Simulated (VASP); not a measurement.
Output of a VASP run:

### OUTCAR
```
 ion  position               nearest neighbor table
   1  0.527  0.007  0.415-  10 2.41   9 2.50   9 2.63  10 2.69   2 2.88   4 2.94   2 2.94   8 3.04
                             2 3.07   2 3.12
   2  0.487  0.498  0.414-  10 2.50  10 2.56   9 2.57   9 2.60   1 2.88   3 2.93   1 2.94   7 2.98
                             1 3.07   1 3.12
   3  0.507  0.514  0.303-  10 2.60  10 2.68   4 2.87   2 2.93   4 2.98   4 3.02   4 3.13
   4  0.515  0.996  0.304-  10 2.52  10 2.72   3 2.87   1 2.94   3 2.98   3 3.02   3 3.13
   5  0.506  0.976  0.644-  11 2.44  11 2.62  12 2.64  12 2.77   6 2.90   6 2.94   8 3.06   6 3.07
                             6 3.11
   6  0.527  0.505  0.641-  11 2.52  12 2.53  11 2.64  12 2.75   5 2.90   5 2.94   7 3.05   5 3.07
                             5 3.11
   7  0.463  0.490  0.526-  12 2.53   9 2.56  12 2.64   9 2.64   8 2.88   8 2.91   2 2.98   6 3.05
                             8 3.10   8 3.13
   8  0.506  0.028  0.530-  12 2.42   9 2.57  12 2.64   9 2.74   7 2.88   7 2.91   1 3.04   5 3.06
                             7 3.10   7 3.13
   9  0.004  0.002  0.470-   1 2.50   7 2.56   2 2.57   8 2.57   2 2.60   1 2.63   7 2.64   8 2.74
  LATTYP: Found a simple tetragonal cell.
 ALAT       =     4.2426410000
 C/A-ratio  =     6.2461094399
 Subroutine PRICEL returns:
 Original cell was already a primitive cell.
 Subroutine GETGRP returns: Found  1 space group operations
The static configuration has the point symmetry C_1 .
The dynamic configuration has the point symmetry C_1 .
 Subroutine INISYM returns: Found  1 space group operations
 Subroutine IBZKPT returns following result:
 Found     11 irreducible k-points:

 Following reciprocal coordinates:
            Coordinates               Weight
  0.000000  0.000000  0.000000      1.000000
  0.200000  0.000000  0.000000      2.000000
  0.400000  0.000000  0.000000      2.000000
  0.000000  0.250000  0.000000      2.000000
  0.200000  0.250000  0.000000      2.000000
  0.400000  0.250000  0.000000      2.000000
 -0.400000  0.250000  0.000000      2.000000
 -0.200000  0.250000  0.000000      2.000000
  0.000000  0.500000  0.000000      1.000000
  0.200000  0.500000  0.000000      2.000000
  0.400000  0.500000  0.000000      2.000000
   k-points           NKPTS =     11   k-points in BZ     NKDIM =     11   number of bands    NBANDS=     41
   number of dos      NEDOS =    301   number of ions     NIONS =     12
   total plane-waves  NPLWV = 129600
   dimension x,y,z NGX =    24 NGY =   36 NGZ =  150
   dimension x,y,z NGXF=    48 NGYF=   72 NGZF=  300
   ions per type =               8   4
   PREC   = accura    normal or accurate (medium, high low for compatibility)
   ISTART =      0    job   : 0-new  1-cont  2-samecut
   ICHARG =      2    charge: 1-file 2-atom 10-const
   ISPIN  =      1    spin polarized calculation?
   LNONCOLLINEAR =      F non collinear calculations
   LSORBIT =      F    spin-orbit coupling
   INIWAV =      1    electr: 0-lowe 1-rand  2-diag
   ENCUT  =  300.0 eV  22.05 Ry    4.70 a.u.   5.99  8.47 37.43*2*pi/ulx,y,z
   NELM   =    100;   NELMIN=  2; NELMDL= -5     # of ELM steps
   EDIFF  = 0.1E-05   stopping-criterion for ELM
   LREAL  =      F    real-space projection
   NLSPLINE    = F    spline interpolate recip. space projectors
   LMAXMIX     =    6 max onsite mixed and CHGCAR
   VOSKOWN=      0    Vosko Wilk Nusair interpolation
   EDIFFG = 0.1E-04   stopping-criterion for IOM
   NSW    =      0    number of steps for IOM
   NBLOCK =      1;   KBLOCK =      1    inner block; outer block
   IBRION =     -1    ionic relax: 0-MD 1-quasi-New 2-CG
   NFREE  =      0    steps in history (QN), initial steepest desc. (CG)
   ISIF   =      2    stress and relaxation
   ISYM   =      2    0-nonsym 1-usesym 2-fastsym
   TEIN   =    0.0    initial temperature
   TEBEG  =    0.0;   TEEND  =   0.0 temperature during run
   SMASS  =  -3.00    Nose mass-parameter (am)
   PSTRESS=    0.0 pullay stress
   NELECT =      68.0000    total number of electrons
   EFERMI =   0.00;   METHOD = LEGACY
   ISMEAR =     0;   SIGMA  =   0.10  broadening in eV -4-tet -1-fermi 0-gaus
   IALGO  =     38    algorithm
   LDIAG  =      T    sub-space diagonalisation (order eigenvalues)
   IMIX   =      4    mixing-type and parameters
     AMIX     =   0.40;   BMIX     =  1.00
     AMIX_MAG =   1.60;   BMIX_MAG =  1.00
...
```

**OSZICAR**
```
       N       E                     dE             d eps       ncg     rms          rms(c)
DAV:   1     0.323815198797E+03    0.32382E+03   -0.19368E+04   902   0.854E+02
DAV:   2    -0.190743681491E+02   -0.34289E+03   -0.32848E+03  1182   0.198E+02
DAV:   3    -0.447706547392E+02   -0.25696E+02   -0.25231E+02  1075   0.555E+01
DAV:   4    -0.455718206831E+02   -0.80117E+00   -0.79864E+00  1244   0.104E+01
DAV:   5    -0.455983989752E+02   -0.26578E-01   -0.26560E-01  1234   0.175E+00    0.174E+01
DAV:   6    -0.415219863012E+02    0.40764E+01   -0.33522E+01  1049   0.334E+01    0.878E+00
DAV:   7    -0.434674087824E+02   -0.19454E+01   -0.26773E+01  1217   0.312E+01    0.782E+00
DAV:   8    -0.412244300663E+02    0.22430E+01   -0.30381E+01  1230   0.206E+01    0.425E+00
DAV:   9    -0.409135055877E+02    0.31092E+00   -0.22865E+00  1067   0.834E+00    0.116E+00
DAV:  10    -0.408842068620E+02    0.29299E-01   -0.29975E-01  1059   0.316E+00    0.911E-01
DAV:  11    -0.408783982606E+02    0.58086E-02   -0.48240E-02  1100   0.109E+00    0.669E-01
DAV:  12    -0.408770087384E+02    0.13895E-02   -0.95409E-03  1236   0.459E-01    0.342E-01
DAV:  13    -0.408760926602E+02    0.91608E-03   -0.23852E-03  1132   0.275E-01    0.819E-02
DAV:  14    -0.408758822735E+02    0.21039E-03   -0.43054E-04  1108   0.122E-01    0.486E-02
DAV:  15    -0.408755815052E+02    0.30077E-03   -0.34819E-04  1113   0.879E-02    0.297E-02
DAV:  16    -0.408755157188E+02    0.65786E-04   -0.54487E-05  1116   0.455E-02    0.147E-02
DAV:  17    -0.408754286894E+02    0.87029E-04   -0.76773E-05  1063   0.310E-02    0.895E-03
DAV:  18    -0.408754055652E+02    0.23124E-04   -0.14346E-05  1082   0.218E-02    0.540E-03
DAV:  19    -0.408754071038E+02   -0.15386E-05   -0.11632E-05   786   0.129E-02    0.339E-03
DAV:  20    -0.408754233746E+02   -0.16271E-04   -0.55577E-06   721   0.769E-03    0.211E-03
DAV:  21    -0.408754350411E+02   -0.11666E-04   -0.94232E-07   747   0.568E-03    0.121E-03
DAV:  22    -0.408754603588E+02   -0.25318E-04   -0.43203E-06   694   0.386E-03    0.129E-03
DAV:  23    -0.408754788246E+02   -0.18466E-04   -0.85594E-07   639   0.373E-03    0.642E-04
DAV:  24    -0.408754927451E+02   -0.13921E-04   -0.58987E-07   652   0.200E-03    0.394E-04
DAV:  25    -0.408754987154E+02   -0.59703E-05   -0.32019E-07   631   0.146E-03    0.245E-04
DAV:  26    -0.408755004672E+02   -0.17518E-05   -0.95952E-08   616   0.822E-04    0.979E-05
DAV:  27    -0.408755009955E+02   -0.52827E-06   -0.34196E-08   565   0.402E-04
   1 F= -.40875501E+02 E0= -.40863998E+02  d E =-.230062E-01
```

OUTCAR:
```
------------------------ aborting loop because EDIFF is reached ----------------------------------------
  FORCE on cell =-STRESS in cart. coord.  units (eV):
  Direction    XX          YY          ZZ          XY          YZ          ZX
  --------------------------------------------------------------------------------------
  Total        4.4676843      6.0688430      6.5002479      0.4839279      0.8058471      0.3578262
  in kB       15.0063344     20.3844053     21.8334344      1.6254471      2.7067292      1.2018887
  external PRESSURE =      19.0747247 kB  Pullay stress =       0.0000000 kB
  volume of cell :      477.00
      direct lattice vectors                 reciprocal lattice vectors
     4.242641000  0.000000000  0.000000000     0.235702243  0.235702243  0.000000000
    -4.242641000  4.242641000  0.000000000     0.000000000  0.235702243  0.000000000
     0.000000000  0.000000000 26.500000000     0.000000000  0.000000000  0.037735849
 POSITION                                       TOTAL-FORCE (eV/Angst)
 -----------------------------------------------------------------------------------
      2.20670      0.02921     10.99970        -0.611216     -1.106986      0.160798
     -0.04380      2.11079     10.96594         0.025380      0.253277      0.311546
     -0.02837      2.18067      8.03891        -0.084511     -0.028883     -0.356299
     -2.04301      4.22609      8.06414        -0.043385     -0.408200     -0.343497
     -1.99770      4.14253     17.07623        -0.724440      0.320145     -0.339596
      0.09381      2.14124     16.98162        -0.417219      0.086673      0.425363
     -0.11320      2.07917     13.94276         0.430692      0.456888     -0.047079
      2.02857      0.11761     14.03350         0.281664     -1.159275     -0.441896
      0.00950      0.00702     12.44257         0.023862     -0.349692      0.576710
      2.04007      1.98363      9.59634         0.320164      1.416408     -0.870057
      0.01522      0.09020     18.44657         0.542845     -0.184071     -0.083404
      2.07486      2.10504     15.41174         0.256164      0.703715      1.007411
 -----------------------------------------------------------------------------------
    total drift:                                0.000219     -0.000347     -0.001640
  FREE ENERGIE OF THE ION-ELECTRON SYSTEM (eV)
  ---------------------------------------------------
  free  energy   TOTEN  =       -40.8755009955 eV

  energy  without entropy=      -40.8524948409  energy(sigma->0) =      -40.86399792
```
(Selected blocks of OUTCAR.)

### POSCAR
```
Al2Au
1
    4.2426410000     0.0000000000     0.0000000000
   -4.2426410000     4.2426410000     0.0000000000
    0.0000000000     0.0000000000    26.5000000000
Al Au
8 4
Direct
  0.5270090000   0.0068850000   0.4150830000
  0.4871950000   0.4975190000   0.4138090000
  0.5073020000   0.5139890000   0.3033550000
  0.5145570000  -0.0039000000   0.3043070000
  0.5055410000  -0.0235960000   0.6443860000
  0.5268050000   0.5046940000   0.6408160000
  0.4633850000   0.4900660000   0.5261420000
  0.5058580000   0.0277200000   0.5295660000
  0.0038940000   0.0016540000   0.4695310000
  0.9483940000   0.4675460000   0.3621260000
  0.0248490000   0.0212610000   0.6960970000
  0.9852120000   0.4961630000   0.5815750000
```

Task: Reconstruct the remaining input files.

Result: Several could match; the one computed here: the input of the run itself, revPBE GGA, plane waves, VASP's PBE PAW potentials (set 64).

INCAR:
```
! general
SYSTEM  = Al2Au
PREC    = Accurate
ENCUT   = 300
LREAL   = .False.
LASPH   = .True.

! electronic loop
EDIFF   = 1E-6
NELM    = 100
ALGO    = Normal
LMAXMIX = 6

! smearing
ISMEAR  = 0
SIGMA   = 0.1

! functional
GGA     = RE

! ions
ISIF    = 2

! output
LWAVE   = .False.
LCHARG  = .False.
```

File KPOINTS:
```
Automatic mesh
0
Gamma
5 4 1
0 0 0
```

POTCAR, in this order: Al Au (PBE.64 set). Program: vasp_std.

At this cut-off the stress carries a Pulay error, which pulls relaxed volumes low. The cell holds a wide vacuum, so values per volume refer to the whole cell.

The cell is a sheet with vacuum, built from a generated structure.
